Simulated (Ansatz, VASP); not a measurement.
**Cu (Copper): VASP beside Ansatz**

Wanted: the spread between two codes on one cell, functional and k mesh. The cell is taken from a series of runs on this material, whose earlier steps may have relaxed, scaled, displaced or heated it; both programs get it as it stands.

Calculated with Ansatz 0.2.0; plane waves, with VASP 6.6.1 beside it; single point at PBEsol.

### 1. The starting structure

Symmetry: Fm-3m, No. 225, cubic system. The conventional cell has a = 3.528 Å, b = 3.528 Å, c = 3.528 Å, α = 90.00°, β = 90.00°, γ = 90.00°. Nearest to Cu lie 12 Cu at 2.49 Å.

### 2. Ansatz: single point, PBEsol, pair 1

Ansatz runs on its default PAW (the set named soft_2) files.

With cell and atoms fixed, the geometry can't cause a difference; cores, projectors, grids and the points listed under the comparison can.

The input, input.yaml:

```yaml
crystal:
  lattice:
    - [0.0, 1.7639322381, 1.7639322381]
    - [1.7639322381, 0.0, 1.7639322381]
    - [1.7639322381, 1.7639322381, 0.0]
  atoms:
    - { symbol: Cu, position: [0.0, 0.0, 0.0] }
kpoints:
  mp_grid: { grid: [24, 24, 24] }
hamiltonian:
  xc: pbesol
scf:
  occupations: { method: methfessel_paxton, width: 0.2 }
  lower_state_search: "off"
output:
  forces: true
  stress: true
  eigenvalues: true
```

Command:

```
ansatz run input.yaml --threads 8 --pin off --max-ram 16384MiB --backend cpu --events-out ev --progress --plain --runs-dir out
```

Numbers of over 12 decimals in the logs are rounded to 6 here.

The program printed:

```text
Engine: ansatz 0.2.0, aarch64-unknown-linux-gnu
Pseudopotentials: kind: paw
Pseudopotential: Cu, paw, valence charge 19, recommended cutoff 420 eV (normal), Cu.paw.azcp
Functional definition: PBEsol
  exchange = pbesol_x
  correlation = pbesol_c
Crystal: 1 atoms, lattice volume = 10.977 Å³
Basis set: ecut = 420 eV, 181 PW (Γ), exchange–correlation on 36×36×36 points (8 copies of the dense FFT grid, shifted against one another)
Bands: 14, of which v1, the nominal top of the filled ones, is band 10 counted from 1 (9 counted from 0)
Symmetry: 48 space group operations
Space group: Fm-3m (ITA 225), of the structure as read, at distance tolerance 2.2e-5 Å
k-points: 413 of 13824
Non-local potential: Cu, projectors of the file, l = 0: 3, l = 1: 2, l = 2: 3, l = 3: 1
PAW form: soft (Blöchl's): semilocal exchange-correlation on the pseudo side does not see the compensation charge
PAW frozen core: Cu, regenerated for the run's functional, and the local potential with it (the file was generated under x = pbe(κ = 0.804, μ = 0.219515), c = pbe(β = 0.066725))
PAW one-centre angular grid: Cu, 590 points (default); XC on 64 Gauss nodes
Initial density: superposition of atomic densities (neutral atoms: chi_scale 0, normalization atom), corrected by the library's trained network
Initial wavefunctions: pseudopotential atomic-orbital guess
Functional: x = pbesol(κ = 0.804, μ = 0.123457), c = pbesol(β = 0.046)
SCF iter   1: F=—  HF=-6588.773491 eV  |F-HF|=—  |Δ(HF+E_count)|=         —  Δρ=2.01e-2  dr2=2.24e-2  ethr=1.77e-3  ⟨swp⟩=4.8  Hψ=28360  notcnv=0
preconditioner: auto → none  [metal: Δε(μ)=0.009 eV  Ē_g=17.806 eV  σ=0.200 eV  W_gap=0.04  n_scr=0 (ndim 8)  ℏωp=37.2 eV  f_vac=0.000  D(μ)=0.29/eV (n_scr^D=0)]
SCF iter   2: F=—  HF=-6588.768029 eV  |F-HF|=—  |Δ(HF+E_count)|=   5.46e-3  S|Δr|=    0.00e0  Δρ=9.62e-4  dr2=4.78e-5  ethr=1.18e-4  ⟨swp⟩=2.4  Hψ=11046  notcnv=0  defer=5
SCF iter   3: F=—  HF=-6588.768010 eV  |F-HF|=—  |Δ(HF+E_count)|=   1.88e-5  S|Δr|=    0.00e0  Δρ=9.40e-4  dr2=3.54e-5  ethr=2.52e-7  ⟨swp⟩=2.0  Hψ=9593  notcnv=0  defer=5
SCF iter   4: F=—  HF=-6588.768033 eV  |F-HF|=—  |Δ(HF+E_count)|=   2.29e-5  S|Δr|=    0.00e0  Δρ=6.05e-5  dr2=1.34e-7  ethr=1.86e-7  ⟨swp⟩=1.0  Hψ=5646  notcnv=0  defer=5
SCF iter   5: F=-6588.768032 eV  HF=-6588.768032 eV  |F-HF|=1.11e-10  |Δ(HF+E_count)|=   3.66e-7  S|Δr|=    0.00e0  Δρ=2.43e-6  dr2=2.38e-10  ethr=5.26e-10  ⟨swp⟩=5.7  Hψ=25427  notcnv=0
SCF 1 converged in 5 iterations: F = -6588.768032 eV  dr2 = 2.38e-10
  greatest PAW one-centre occupation: 1.000 electrons in one spin orbital (limit 2), on the Cu atom at site 0 (counted from 0), in its partial waves of l = 0
SCF converged after 5 iterations
Stability not checked: this state was not tested for a lower state beside it, because cold or Methfessel-Paxton smearing, or corrected tetrahedra, fill the levels in a way that the test cannot read (fill_not_monotonic; see scf.lower_state_search)
Free energy (F): -6588.768032 eV
Harris-Foulkes:  -6588.768032 eV  (|F-HF|=1.11e-10)
Internal energy: -6588.768212 eV  (E = F + TS)
E sigma→0 (E₀):  -6588.768077 eV
Entropy (-TS):   0.000180 eV (0.180 meV/atom)
Fermi energy:    18.233574 eV
--- Per-component energies (eV) ---
  E_band       = -334.075141
  E_kinetic    = 301.107159
  E_local      = -3913.760830  (includes V_loc(G=0)·N_el)
  E_nonlocal   = 390.781424
  E_hartree    = 1725.933461
  E_xc         = -89.710662
  E_vxc        = -116.301565  (∫ρ·V_xc dr)
  E_paw        = -1625.451652  (= ΣΔE_a)
  E_vpaw       = -447.769656  (= ΣTr[D̂ρ^β])
  E_aug_tail   = 0.000239  (compensation charges beyond the density's cutoff)
  E_ewald      = -3377.873553
  E_core_change = 0.206202  (= ΣΔE_core)
  E_smearing   = 0.000180  (= −TS)
  E_closure    = 0.000000  (closes the sum)
  Σ components = -6588.768032   (vs F -6588.768032, Δ=0.00e0)
--- Forces (eV/Å), atoms counted from 1 ---
  atom   1  Cu    -0.00000000     0.00000000     0.00000000
  max |Σ_I F_I| component: 1.19e-31 eV/Å
--- Stress (GPa, compression-positive) ---
        5.524928       0.000000       0.000000
        0.000000       5.524928       0.000000
        0.000000       0.000000       5.524928
  P = ⅓ Tr σ = 5.5249 GPa (55.249 kbar)
--- Band table (eV; the first three rows and the last of 413) ---
  k-point 0: bands = [... 6 lower, 14.9809, 14.9809, 15.9261, 15.9261, 41.3921, 44.4511, 44.4511, 44.4511]
  k-point 1: bands = [... 6 lower, 14.9948, 14.9948, 15.9204, 15.9204, 41.1095, 43.3892, 44.2240, 44.2240]
  k-point 2: bands = [... 6 lower, 15.0334, 15.0334, 15.9060, 15.9060, 39.8121, 42.4597, 43.7440, 43.7440]
  k-point 412: bands = [... 6 lower, 14.3863, 15.8715, 16.7312, 24.6564, 24.6564, 26.8746, 27.6205, 47.4438]
```

The run ends at a pressure of 5.52 GPa.

### 3. VASP: single point, PBEsol, pair 1

The same cell, functional, mesh and smearing now go to VASP, with its own data sets.

Lines of VASP's logs that name or quote its potential files are left out, and so is its time.

The input, INCAR:

```
SYSTEM = Cu
PREC = Accurate
ENCUT = 600
EDIFF = 1E-06
NELM = 120
ISMEAR = 1
SIGMA = 0.2
LREAL = .FALSE.
ALGO = Normal
GGA = PS
NBANDS = 11
LASPH = .TRUE.
LORBIT = 11
LWAVE = .FALSE.
LCHARG = .FALSE.
ISIF = 2
GGA_COMPAT = .FALSE.
```

The input, POSCAR:

```
Cu
1.0
    0.0000000000      1.7639322381      1.7639322381
    1.7639322381      0.0000000000      1.7639322381
    1.7639322381      1.7639322381      0.0000000000
Cu
1
Direct
    0.0000000000      0.0000000000      0.0000000000
```

The input, KPOINTS:

```
Automatic mesh
0
Gamma
24 24 24
0 0 0
```

PAW data sets: Cu (PBE family, release 64).

Command:

```
mpirun -np 1 vasp_std
```

The program printed:

```text
[banner, memory and clock lines left out]
running    1 mpi-ranks, on    1 nodes
 distrk:  each k-point on    1 cores,    1 groups
 distr:  one band on    1 cores,    1 groups

 POSCAR found type information on POSCAR Cu
 POSCAR found :  1 types and       1 ions
|                                                                             |
|               ----> ADVICE to this user running VASP <----                  |
|                                                                             |
|     You enforced a specific xc type in the INCAR file but a different       |
|     [... a line on the potential file left out ...]
|     I HOPE YOU KNOW WHAT YOU ARE DOING!                                     |
|                                                                             |

 LDA part: xc-table for (Slater+PW92), standard interpolation
 POSCAR, INCAR and KPOINTS ok, starting setup
 FFT: planning ... GRIDC
 FFT: planning ... GRID_SOFT
 FFT: planning ... GRID
 WAVECAR not read
 entering main loop
       N       E                     dE             d eps       ncg     rms          rms(c)
DAV:   1     0.427293927700E+02    0.42729E+02   -0.60116E+03  9980   0.192E+03
DAV:   2    -0.422322060912E+01   -0.46953E+02   -0.43663E+02  9233   0.218E+02
DAV:   3    -0.540286606311E+01   -0.11796E+01   -0.11708E+01 10336   0.417E+01
DAV:   4    -0.541050039126E+01   -0.76343E-02   -0.76331E-02 10105   0.293E+00
DAV:   5    -0.541057281910E+01   -0.72428E-04   -0.72426E-04 10361   0.282E-01    0.846E+00
DAV:   6    -0.470251651028E+01    0.70806E+00   -0.17091E+01 10530   0.865E+01    0.392E+00
DAV:   8    -0.430358987206E+01    0.14410E-01   -0.53942E-03 10015   0.110E+00    0.299E-01
DAV:   9    -0.430195048606E+01    0.16394E-02   -0.88632E-03 10741   0.176E+00    0.216E-02
DAV:  10    -0.430195917697E+01   -0.86909E-05   -0.32524E-05 12789   0.976E-02    0.553E-03
DAV:  11    -0.430196005750E+01   -0.88053E-06   -0.41972E-07  6397   0.116E-02
   1 F= -.43019601E+01 E0= -.43020488E+01  d E =0.266173E-03
```

OUTCAR, selected parts (step 3):

```text
ion  position               nearest neighbor table
   1  0.000  0.000  0.000-

  LATTYP: Found a face centered cubic cell.
 ALAT       =     3.5278644762

 Subroutine GETGRP returns: Found 48 space group operations
 (whereof 48 operations were pure point group operations)

The static configuration has the point symmetry O_h .

 Found    413 irreducible k-points:

   k-points           NKPTS =    413   k-points in BZ     NKDIM =    413   number of bands    NBANDS=     11

   dimension x,y,z NGX =    20 NGY =   20 NGZ =   20
   dimension x,y,z NGXF=    40 NGYF=   40 NGZF=   40

   ENCUT  =  600.0 eV  44.10 Ry    6.64 a.u.   4.98  4.98  4.98*2*pi/ulx,y,z

   NELECT =      11.0000    total number of electrons

 k-points in reciprocal lattice and weights: Automatic mesh
   0.00000000  0.00000000  0.00000000       0.000
   0.04166667  0.00000000  0.00000000       0.001
   0.08333333  0.00000000  0.00000000       0.001
   0.12500000  0.00000000  0.00000000       0.001
   0.16666667  0.00000000  0.00000000       0.001
   0.20833333  0.00000000  0.00000000       0.001
   0.25000000  0.00000000  0.00000000       0.001
   0.29166667  0.00000000  0.00000000       0.001
   0.33333333  0.00000000  0.00000000       0.001
[...]
-0.29166667  0.50000000  0.20833333       0.001
  -0.25000000  0.50000000  0.25000000       0.000

 average (electrostatic) potential at core
       1 -62.8101

 E-fermi :   8.3502

 k-point     1 :       0.0000    0.0000    0.0000
  band No.  band energies     occupation
    ...
      2       5.0808      2.00000
      3       5.0808      2.00000
      4       5.0808      2.00000
      5       6.0128      2.00000
      6       6.0128      2.00000
      7      31.5057      0.00000
      8      34.6972      0.00000
      9      34.6972      0.00000
     10      34.6972      0.00000
     11      37.2560      0.00000

 k-point     2 :       0.0417    0.0000    0.0000
  band No.  band energies     occupation
    ...
      2       5.0652      2.00000
      3       5.0945      2.00000
      4       5.0945      2.00000
      5       6.0071      2.00000
      6       6.0071      2.00000
      7      31.2316      0.00000
      8      33.6235      0.00000
      9      34.4723      0.00000
     10      34.4723      0.00000
     11      37.5705      0.00000

 k-point     3 :       0.0833    0.0000    0.0000
  band No.  band energies     occupation
    ...
      2       5.0209      2.00000
      3       5.1325      2.00000
      4       5.1325      2.00000
      5       5.9929      2.00000
      6       5.9929      2.00000
      7      29.9727      0.00000
      8      32.6416      0.00000
      9      33.9951      0.00000
     10      33.9951      0.00000
     11      38.2987      0.00000

  Total        0.4343443      0.4343443      0.4343443     -0.0000000     -0.0000000      0.0000000
  in kB       63.3970451     63.3970451     63.3970451     -0.0000000     -0.0000000      0.0000000
  external PRESSURE =      63.3970451 kB  Pullay stress =       0.0000000 kB

  energy-cutoff  :      600.00
  volume of cell :       10.98
      direct lattice vectors                 reciprocal lattice vectors
     0.000000000  1.763932238  1.763932238    -0.283457601  0.283457601  0.283457601
     1.763932238  0.000000000  1.763932238     0.283457601 -0.283457601  0.283457601
     1.763932238  1.763932238  0.000000000     0.283457601  0.283457601 -0.283457601

 POSITION                                       TOTAL-FORCE (eV/Angst)
 -----------------------------------------------------------------------------------
      0.00000      0.00000      0.00000         0.000000     -0.000000      0.000000
 -----------------------------------------------------------------------------------
    total drift:                                0.000000      0.000000      0.000000

  FREE ENERGIE OF THE ION-ELECTRON SYSTEM (eV)
  ---------------------------------------------------
  free  energy   TOTEN  =        -4.3019600575 eV

  energy  without entropy=       -4.3022262309  energy(sigma->0) =       -4.30204878

 total charge
# of ion       s       p       d       tot
------------------------------------------
    1        0.477   0.441   9.176  10.094

[... 3 further parts left out ...]
```

The run ends at a pressure of 6.34 GPa.

### 4. Side by side

Known differences besides the potentials themselves: the data sets hold 19 valence electrons in Ansatz (on its default PAW (the set named soft_2) files) and 11 in VASP; the cutoff is 420 eV in Ansatz and 600 eV in VASP; Ansatz makes its cores anew for this functional, VASP keeps those of its PBE data sets. Total energies have different zeros and are not compared.

The two programs side by side:

```
      quantity  Ansatz  VASP  difference
pressure (GPa)    5.52  6.34       -0.81
```

### 5. VASP: single point, PBEsol, pair 2

A single point gives forces, pressure and levels at one fixed geometry, so differences don't come from the geometry; what else differs is listed under the comparison. The cell compared in this pair holds 11.66 Å³, against 10.98 Å³ for the pair before.

INCAR is that of step 3.

The input, POSCAR:

```
Cu
1.0
    0.0000000000      1.7995768363      1.7995768363
    1.7995768363      0.0000000000      1.7995768363
    1.7995768363      1.7995768363      0.0000000000
Cu
1
Direct
    0.0000000000      0.0000000000      0.0000000000
```

KPOINTS is that of step 3.

Command:

```
mpirun -np 1 vasp_std
```

The program printed:

```text
[banner, memory and clock lines left out]
running    1 mpi-ranks, on    1 nodes
[...]
[... a notice as in an earlier step ...]

 LDA part: xc-table for (Slater+PW92), standard interpolation
 POSCAR, INCAR and KPOINTS ok, starting setup
[...]
entering main loop
       N       E                     dE             d eps       ncg     rms          rms(c)
DAV:   1     0.438202182829E+02    0.43820E+02   -0.60595E+03  9849   0.188E+03
DAV:   2    -0.414946404406E+01   -0.47970E+02   -0.44711E+02  9244   0.215E+02
DAV:   3    -0.538541800571E+01   -0.12360E+01   -0.12285E+01 10430   0.424E+01
DAV:   4    -0.539345561641E+01   -0.80376E-02   -0.80365E-02 10104   0.298E+00
[...]
DAV:  10    -0.430597440703E+01   -0.51484E-05   -0.43892E-05 13310   0.120E-01    0.575E-03
DAV:  11    -0.430597555294E+01   -0.11459E-05   -0.39494E-07  6600   0.104E-02    0.492E-04
DAV:  12    -0.430597553483E+01    0.18112E-07   -0.50409E-08  5065   0.306E-03
   1 F= -.43059755E+01 E0= -.43061796E+01  d E =0.612130E-03
```

Parts of OUTCAR (step 5):

```text
  Total       -0.2809170     -0.2809170     -0.2809170      0.0000000      0.0000000      0.0000000
  in kB      -38.6142281    -38.6142281    -38.6142281      0.0000000      0.0000000      0.0000000
  external PRESSURE =     -38.6142281 kB  Pullay stress =       0.0000000 kB

 POSITION                                       TOTAL-FORCE (eV/Angst)
 -----------------------------------------------------------------------------------
      0.00000      0.00000      0.00000         0.000000      0.000000     -0.000000
 -----------------------------------------------------------------------------------
    total drift:                                0.000000      0.000000      0.000000

  FREE ENERGIE OF THE ION-ELECTRON SYSTEM (eV)
  ---------------------------------------------------
  free  energy   TOTEN  =        -4.3059755348 eV

  energy  without entropy=       -4.3065876652  energy(sigma->0) =       -4.30617958

[... 1 part as in an earlier step ...]

[... 2 further parts left out ...]
[key lines of the parts left out:]
E-fermi :   7.5655
```

The run ends at a pressure of -3.86 GPa.

[end of part 1 of 2]

[Lines on the potential files, build, host, timing and source positions are cut from VASP's logs without a mark.]

[Logs are printed without paths, hosts, clocks, repeated set-up lines and the standing remarks that a program may print on its own settings, such as how far it seeks lower states.]

[Hosts, paths, dates, database ids (printed as entryN), source tags and the programs' standing remarks are cut or masked in the printed files.]
